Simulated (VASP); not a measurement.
# Ti2BN (I4_1/amd) in VASP: notebook

One crystal, Ti2BN, is run at these levels: PBE; tasks: relaxation of cell and atoms.

All numbers are computed with VASP 6.6.1; they aren't measurements. Logs are shortened: lines on timing, memory, paths and dates and some standing lists are left out, and cuts for length are marked.

## Step 1: Starting point

It takes space group I4_1/amd (No. 141, tetragonal). The conventional cell has a = 4.460 Å, b = 4.460 Å, c = 8.920 Å, α = 90.00°, β = 90.00°, γ = 90.00°. Ti (site symmetry 2mm) is surrounded by 3 B at 2.23 Å and 3 N at 2.23 Å. Around B (site symmetry -4m2) lie 6 Ti at 2.23 Å. N (site symmetry -4m2) is surrounded by 6 Ti at 2.23 Å.

The cell was built by a generator and needn't be a form met in nature.

## Step 2: Relaxation of cell and atoms, PBE

The input, INCAR:

```
SYSTEM = Ti2BN
  PREC = Normal
  ENCUT = 520
  EDIFF = 1E-4
  ISMEAR = 0
  SIGMA = 0.15
  LREAL = .FALSE.
  LASPH = .TRUE.
  NELM = 60
  ALGO = Fast
  ISIF = 3
  LWAVE = .FALSE.
  LCHARG = .FALSE.
  GGA = PE
  IBRION = 2
  NSW = 24
  EDIFFG = -0.08
```

The input, KPOINTS:

```
Automatic mesh
0
G
  4 4 4
  0 0 0
```

The input, POSCAR:

```
Ti2BN
1.0
   -2.2300000000      2.2300000000      4.4600000000
    2.2300000000     -2.2300000000      4.4600000000
    2.2300000000      2.2300000000     -4.4600000000
Ti B N
4 2 2
Direct
    0.7500000000      0.7500000000      0.0000000000
    0.0000000000      0.5000000000      0.5000000000
    0.5000000000      0.0000000000      0.5000000000
    0.2500000000      0.2500000000      0.0000000000
    0.7500000000      0.2500000000      0.5000000000
    0.0000000000      0.0000000000      0.0000000000
    0.5000000000      0.5000000000      0.0000000000
    0.2500000000      0.7500000000      0.5000000000
```

Potentials or basis: VASP PAW PBE potentials, release 64 (Ti_sv, B, N).

Command:

```
cat potpaw_PBE.64/Ti_sv/POTCAR potpaw_PBE.64/B/POTCAR potpaw_PBE.64/N/POTCAR > POTCAR
mpirun -np 1 vasp_std > vasp.out
```

OUTCAR:

```text
SYSTEM = Ti2BN
   PREC = Normal
   ENCUT = 520
   EDIFF = 1E-4
   ISMEAR = 0
   LREAL = .FALSE.
   LASPH = .TRUE.
   NELM = 60
   ISIF = 3
   GGA = PE
   IBRION = 2
   NSW = 24
   EDIFFG = -0.08

 ion  position               nearest neighbor table
   1  0.750  0.750  0.000-   5 2.23   6 2.23   7 2.23   8 2.23   5 2.23   8 2.23
   2  0.000  0.500  0.500-   5 2.23   6 2.23   7 2.23   8 2.23   6 2.23   7 2.23
   3  0.500  0.000  0.500-   5 2.23   6 2.23   7 2.23   8 2.23   7 2.23   6 2.23
   4  0.250  0.250  0.000-   5 2.23   6 2.23   7 2.23   8 2.23   8 2.23   5 2.23
   5  0.750  0.250  0.500-   1 2.23   2 2.23   3 2.23   4 2.23   1 2.23   4 2.23
   6  0.000  0.000  0.000-   1 2.23   2 2.23   3 2.23   4 2.23   2 2.23   3 2.23
   7  0.500  0.500  0.000-   1 2.23   2 2.23   3 2.23   4 2.23   3 2.23   2 2.23
   8  0.250  0.750  0.500-   1 2.23   2 2.23   3 2.23   4 2.23   4 2.23   1 2.23

  LATTYP: Found a body centered tetragonal cell.
 ALAT       =     4.4600000000
 C/A-ratio  =     2.0000000000

  Lattice vectors:

 A1 = (  -2.2300000000,   2.2300000000,   4.4600000000)
 A2 = (   2.2300000000,  -2.2300000000,   4.4600000000)
 A3 = (   2.2300000000,   2.2300000000,  -4.4600000000)

Analysis of symmetry for initial positions (statically):
=====================================================================
 Subroutine PRICEL returns:
 Original cell was already a primitive cell.

 Routine SETGRP: Setting up the symmetry group for a
 body centered tetragonal supercell.

 Subroutine GETGRP returns: Found 16 space group operations
 (whereof  8 operations were pure point group operations)
 out of a pool of 16 trial point group operations.

The static configuration has the point symmetry D_2d.
 The point group associated with its full space group is D_4h.

Analysis of symmetry for dynamics (positions and initial velocities):
=====================================================================
 Subroutine PRICEL returns:
 Original cell was already a primitive cell.

 Routine SETGRP: Setting up the symmetry group for a
 body centered tetragonal supercell.

 Subroutine GETGRP returns: Found 16 space group operations
 (whereof  8 operations were pure point group operations)
 out of a pool of 16 trial point group operations.

The dynamic configuration has the point symmetry D_2d.
 The point group associated with its full space group is D_4h.

 Subroutine INISYM returns: Found 16 space group operations
 (whereof  8 operations are pure point group operations),
 and found     1 'primitive' translations

----------------------------------------------------------------------------------------

                                     Primitive cell

  volume of cell :      88.7165

  direct lattice vectors                    reciprocal lattice vectors
    -2.230000000  2.230000000  4.460000000     0.000000000  0.224215247  0.112107623
     2.230000000 -2.230000000  4.460000000     0.224215247  0.000000000  0.112107623
     2.230000000  2.230000000 -4.460000000     0.224215247  0.224215247  0.000000000

  length of vectors
     5.462362126  5.462362126  5.462362126     0.250680267  0.250680267  0.317088243

  position of ions in fractional coordinates (direct lattice)
     0.750000000  0.750000000  0.000000000
     0.000000000  0.500000000  0.500000000
     0.500000000  0.000000000  0.500000000
     0.250000000  0.250000000  0.000000000
     0.750000000  0.250000000  0.500000000
     0.000000000  0.000000000  0.000000000
     0.500000000  0.500000000  0.000000000
     0.250000000  0.750000000  0.500000000

  ion indices of the primitive-cell ions
   primitive index   ion index
                 1           1
                 2           2
                 3           3
                 4           4
                 5           5
                 6           6
                 7           7
                 8           8

----------------------------------------------------------------------------------------

 KPOINTS: Automatic mesh

Automatic generation of k-mesh.
 Grid dimensions read from file:
 generate k-points for:    4    4    4

 Generating k-lattice:

  Cartesian coordinates                     Fractional coordinates (reciprocal lattice)
     0.000000000  0.056053812  0.028026906     0.250000000  0.000000000  0.000000000
     0.056053812  0.000000000  0.028026906     0.000000000  0.250000000  0.000000000
     0.056053812  0.056053812  0.000000000     0.000000000  0.000000000  0.250000000

  Length of vectors
     0.062670067  0.062670067  0.079272061

  Shift w.r.t. Gamma in fractional coordinates (k-lattice)
     0.000000000  0.000000000  0.000000000

 Subroutine IBZKPT returns following result:
 ===========================================

 Found     13 irreducible k-points:

 Following reciprocal coordinates:
            Coordinates               Weight
  0.000000  0.000000  0.000000      1.000000
  0.250000  0.000000  0.000000      8.000000
  0.500000  0.000000  0.000000      4.000000
  0.250000  0.250000  0.000000      8.000000
  0.500000  0.250000  0.000000     16.000000
 -0.250000  0.250000  0.000000      4.000000
  0.500000  0.500000  0.000000      2.000000
  0.250000  0.250000  0.250000      2.000000
 -0.250000  0.250000  0.250000      4.000000
  0.500000  0.500000  0.250000      4.000000
 -0.250000  0.500000  0.250000      8.000000
 -0.250000 -0.250000  0.250000      2.000000
  0.500000  0.500000  0.500000      1.000000
   k-points           NKPTS =     13   k-points in BZ     NKDIM =     13   number of bands    NBANDS=     38
   number of dos      NEDOS =    301   number of ions     NIONS =      8
   total plane-waves  NPLWV =  27000
   dimension x,y,z NGX =    30 NGY =   30 NGZ =   30
   dimension x,y,z NGXF=    60 NGYF=   60 NGZF=   60
   ions per type =               4   2   2
   NGX,Y,Z   is equivalent  to a cutoff of   9.13,  9.13,  9.13 a.u.
   NGXF,Y,Z  is equivalent  to a cutoff of  18.26, 18.26, 18.26 a.u.
 SYSTEM =  Ti2BN
   PREC   = normal    normal or accurate (medium, high low for compatibility)
   ISTART =      0    job   : 0-new  1-cont  2-samecut
   ICHARG =      2    charge: 1-file 2-atom 10-const
   ISPIN  =      1    spin polarized calculation?
   LNONCOLLINEAR =      F non collinear calculations
   LSORBIT =      F    spin-orbit coupling
   LASPH  =      T    aspherical Exc in radial PAW
   ENCUT  =  520.0 eV  38.22 Ry    6.18 a.u.  10.16 10.16 10.16*2*pi/ulx,y,z
   NELM   =     60;   NELMIN=  2; NELMDL= -5     # of ELM steps
   EDIFF  = 0.1E-03   stopping-criterion for ELM
   LREAL  =      F    real-space projection
   EDIFFG = -.8E-01   stopping-criterion for IOM
   NSW    =     24    number of steps for IOM
   IBRION =      2    ionic relax: 0-MD 1-quasi-New 2-CG
   NFREE  =      1    steps in history (QN), initial steepest desc. (CG)
   ISIF   =      3    stress and relaxation
   ISYM   =      2    0-nonsym 1-usesym 2-fastsym
   POTIM  = 0.5000    time-step for ionic-motion
   TEBEG  =    0.0;   TEEND  =   0.0 temperature during run
   PSTRESS=    0.0 pullay stress
   NELECT =      64.0000    total number of electrons
   NUPDOWN=      -1.0000    fix difference up-down
   EMIN   =  10.00;   EMAX   =-10.00  energy-range for DOS
   EFERMI =   0.00;   METHOD = LEGACY
   ISMEAR =     0;   SIGMA  =   0.15  broadening in eV -4-tet -1-fermi 0-gaus
   EFERMI_NEDOS =   21; number of points for ismear=-14 and -15
   IALGO  =     68    algorithm
   IMIX   =      4    mixing-type and parameters
     AMIX     =   0.40;   BMIX     =  1.00
     AMIX_MAG =   1.60;   BMIX_MAG =  1.00
  volume/ion in A,a.u.               =      11.09        74.84
  Fermi-wavevector in a.u.,A,eV,Ry     =   1.468250  2.774590 29.330863  2.155758
  Thomas-Fermi vector in A             =   2.583770
   LORBIT       =      0    0 simple, 1 ext, 2 COOP (PROOUT), +10 PAW based schemes
   GGA     = PE    functional components
   LHFCALC =     F    Hartree Fock is set to
   AEXX    =    0.0000 exact exchange contribution
   IVDW    =     0    specifies the selected vdW correction
   LEPSILON=     F    determine dielectric tensor
   LRPA    =     F    only Hartree local field effects (RPA)
 conjugate gradient relaxation of ions
 non-spin polarized calculation
 RMM-DIIS sequential band-by-band and
 Gauss-broadening in eV      SIGMA  =   0.15
  energy-cutoff  :      520.00
  volume of cell :       88.72
 maximum number of plane-waves:      2424
   NGX = 21   NGY = 21   NGZ = 21

--------------------------------------- Ionic step        1  -------------------------------------------

 number of electron      63.9999955 magnetization

 Free energy of the ion-electron system (eV)
  ---------------------------------------------------
  ext. energy  EPLUGINS =         0.00000000
  ---------------------------------------------------
  free energy    TOTEN  =       -70.22112697 eV

  energy without entropy =      -70.18967849  energy(sigma->0) =      -70.20540273

------------------------ aborting loop because EDIFF is reached ----------------------------------------

  FORCE on cell =-STRESS in cart. coord.  units (eV):
  Direction    XX          YY          ZZ          XY          YZ          ZX
  --------------------------------------------------------------------------------------
  -------------------------------------------------------------------------------------
  Total       -7.1151105     -7.1151105     -5.4235245      0.0000000      0.0000000      0.0000000
  in kB     -128.4954225   -128.4954225    -97.9462051      0.0000000      0.0000000      0.0000000
  external PRESSURE =    -118.3123500 kB  Pullay stress =       0.0000000 kB
[... 237 lines left out ...]
  energy  without entropy=      -70.5547586285  energy(sigma->0) =      -70.57051700

--------------------------------------- Ionic step        7  -------------------------------------------

 number of electron      64.0000032 magnetization

 Free energy of the ion-electron system (eV)
  ---------------------------------------------------
  ext. energy  EPLUGINS =         0.00000000
  ---------------------------------------------------
  free energy    TOTEN  =       -70.58970317 eV

  energy without entropy =      -70.55745970  energy(sigma->0) =      -70.57358144

 E-fermi :   9.0801     XC(G=0): -12.4814

 val. band max:        9.0258436080   @ k =  -0.2500   0.2500   0.2500
 cond. band min:       9.0809837599   @ k =  -0.2500  -0.2500   0.2500
 fundamental gap:      0.0551401519
 Fermi energy:         9.0800721187

 k-point     1 :       0.0000    0.0000    0.0000
  band No.  band energies     occupation
      1     -47.6157      2.00000
      2     -47.5307      2.00000
      3     -47.5280      2.00000
      4     -47.5264      2.00000
      5     -24.0567      2.00000
      6     -24.0130      2.00000
[... 557 lines left out ...]
  FREE ENERGIE OF THE ION-ELECTRON SYSTEM (eV)
  ---------------------------------------------------
  free  energy   TOTEN  =       -70.5897031724 eV

  energy  without entropy=      -70.5574597027  energy(sigma->0) =      -70.57358144

 reached required accuracy - stopping structural energy minimisation
```

Run time: 1.9 min. Hardware: 1 thread of Intel Xeon 6975P-C (Granite Rapids), shared host; peak memory 0.19 GiB.

Results:

```
Free energy                            : -70.5897 eV
Relaxed volume                         : 10.46 Å³/atom
Relaxed cell                           : a = 5.349 Å, b = 5.349 Å, c = 5.349 Å, α = 131.67°, β = 131.67°, γ = 70.75°
Space group after relaxing (to 0.05 Å) : I4_1/amd (No. 141)
Energy gained by relaxing              : 46.1 meV/atom
Ionic steps                            : 7
Pressure after relaxing                : -0.7 GPa
Largest force after relaxing           : 0.012 eV/Å
Band gap on the k mesh                 : none (metal or under the smearing width)
```

Forces in eV/Å, atoms in the order of the input:
```
Ti   0.000  0.000 -0.012
Ti   0.000  0.000  0.012
Ti   0.000  0.000 -0.012
Ti   0.000  0.000  0.012
B    0.000  0.000  0.000
B    0.000  0.000  0.000
N    0.000  0.000  0.000
N    0.000  0.000  0.000
```

The path:
| step | energy change (eV) | largest force (eV/Å) | pressure (GPa) | volume (Å³) |
| --- | --- | --- | --- | --- |
| 1 | 0.0000 | 1.0883 | -11.83 | 88.72 |
| 2 | -0.1416 | 0.2723 | 14.03 | 78.61 |
| 3 | -0.3108 | 0.7091 | 1.88 | 82.71 |
| 4 | -0.3110 | 0.6435 | 1.98 | 82.55 |
| 5 | -0.3641 | 0.0508 | 0.65 | 83.17 |
| 6 | -0.3651 | 0.0270 | 0.52 | 83.24 |
| 7 | -0.3686 | 0.0124 | -0.72 | 83.66 |

Final structure:
```
Ti B N
1.0
    -2.18978    2.18978    4.36177
     2.18978   -2.18978    4.36177
     2.18978    2.18978   -4.36177
Ti B N
4 2 2
Direct
  0.74229 0.74229 0.00000
  0.00771 0.50771 0.50000
  0.49229 0.99229 0.50000
  0.25771 0.25771 0.00000
  0.75000 0.25000 0.50000
  0.00000 0.00000 0.00000
  0.50000 0.50000 0.00000
  0.25000 0.75000 0.50000
```

Levels at points of the mesh, in eV from the Fermi level:
```
           k point  band 30  band 31  band 32  band 33  band 34  band 35
(0.00, 0.00, 0.00)    -0.20     0.56     0.56     0.64     1.15     1.15
(0.50, 0.00, 0.00)    -1.36    -1.22    -0.74     0.98     1.04     2.05
(0.50, 0.50, 0.00)    -2.40    -1.81    -1.81     1.98     1.98     2.55
(0.50, 0.50, 0.50)    -0.65    -0.22    -0.22     0.19     0.19     1.51
```

Caveat: the k mesh is coarse (spacing up to 0.50 Å⁻¹), so the values aren't converged; the relaxation stopped at a loose force limit of 0.08 eV/Å, so its end isn't a converged minimum.

## Step 3: Relaxation of cell and atoms, PBE

This run uses another cell than the first one, of 11.05 Å³/atom, 0.997 times its volume.

INCAR is that of step 2.

The input, KPOINTS:

```
Automatic mesh
0
G
  5 5 5
  0 0 0
```

The input, POSCAR:

```
Ti2BN
1.0
    1.5600000000     -9.2000000000      0.0000000000
    1.5600000000      9.2000000000      0.0000000000
    0.0000000000      0.0000000000      3.0800000000
Ti B N
4 2 2
Direct
    0.6860000000      0.3140000000      0.2500000000
    0.0720000000      0.9280000000      0.7500000000
    0.3140000000      0.6860000000      0.7500000000
    0.9280000000      0.0720000000      0.2500000000
    0.5270000000      0.4730000000      0.2500000000
    0.4730000000      0.5270000000      0.7500000000
    0.1920000000      0.8080000000      0.7500000000
    0.8080000000      0.1920000000      0.2500000000
```

Potentials or basis: VASP PAW PBE potentials, release 64 (Ti_sv, B, N).

Command:

```
cat potpaw_PBE.64/Ti_sv/POTCAR potpaw_PBE.64/B/POTCAR potpaw_PBE.64/N/POTCAR > POTCAR
mpirun -np 1 vasp_std > vasp.out
```

Wall time 9.5 min (1 thread of Intel Xeon 6975P-C (Granite Rapids), shared host); peak memory 0.28 GiB.

It converged, with:

* Free energy: -72.0426 eV
* Relaxed volume: 10.17 Å³/atom
* Relaxed cell: a = 8.744 Å, b = 8.744 Å, c = 3.017 Å, α = 90.00°, β = 90.00°, γ = 159.34°
* Space group after relaxing (to 0.05 Å): Cmcm (No. 63)
* Energy gained by relaxing: 118.1 meV/atom
* Ionic steps: 10
* Pressure after relaxing: 0.3 GPa
* Largest force after relaxing: 0.065 eV/Å
* Band gap on the k mesh: none (metal or under the smearing width)

Forces in eV/Å, atoms in the order of the input:
```
Ti   0.000  0.022  0.000
Ti   0.000  0.006  0.000
Ti   0.000 -0.022  0.000
Ti   0.000 -0.006  0.000
B    0.000  0.019  0.000
B    0.000 -0.019  0.000
N    0.000  0.065  0.000
N    0.000 -0.065  0.000
```

Stress tensor (GPa, compression positive):
```
0.19 0.00 0.00
0.00 0.35 0.00
0.00 0.00 0.31
```

The path:
```csv
step,energy change (eV),largest force (eV/Å),pressure (GPa),volume (Å³)
1,0.0000,1.5326,-17.21,88.41
2,-0.2848,1.1588,27.73,73.98
3,-0.7419,1.3355,4.35,79.72
4,-0.9035,0.4445,3.81,80.46
5,-0.9132,0.4215,3.58,80.33
6,-0.9288,0.1645,-4.03,82.71
7,-0.9401,0.1540,-1.06,81.77
8,-0.9402,0.1434,-0.77,81.72
9,-0.9447,0.0807,0.07,81.45
10,-0.9450,0.0650,0.28,81.39
```

Final structure:
```cif
data_structure
_symmetry_space_group_name_H-M 'P 1'
_symmetry_Int_Tables_number 1
_cell_length_a 8.7443
_cell_length_b 8.7443
_cell_length_c 3.0166
_cell_angle_alpha 90.000
_cell_angle_beta 90.000
_cell_angle_gamma 159.338
_cell_volume 81.39
loop_
_atom_site_label
_atom_site_type_symbol
_atom_site_fract_x
_atom_site_fract_y
_atom_site_fract_z
_atom_site_occupancy
Ti1 Ti 0.69229 0.30771 0.25000 1
Ti2 Ti 0.07220 0.92780 0.75000 1
Ti3 Ti 0.30771 0.69229 0.75000 1
Ti4 Ti 0.92780 0.07220 0.25000 1
B1 B 0.52754 0.47246 0.25000 1
B2 B 0.47246 0.52754 0.75000 1
N1 N 0.18934 0.81066 0.75000 1
N2 N 0.81066 0.18934 0.25000 1
```

Levels at points of the mesh, in eV from the Fermi level:
```csv
k point,band 28,band 29,band 30,band 31,band 32,band 33,band 34,band 35,band 36,band 37
"(0.00, 0.00, 0.00)",-2.57,-2.13,-1.90,-1.49,-0.98,-0.23,-0.11,0.27,0.75,1.20
```

Caveat: the k mesh is coarse (spacing up to 0.41 Å⁻¹), so the values aren't converged; the relaxation stopped at a loose force limit of 0.08 eV/Å, so its end isn't a converged minimum.
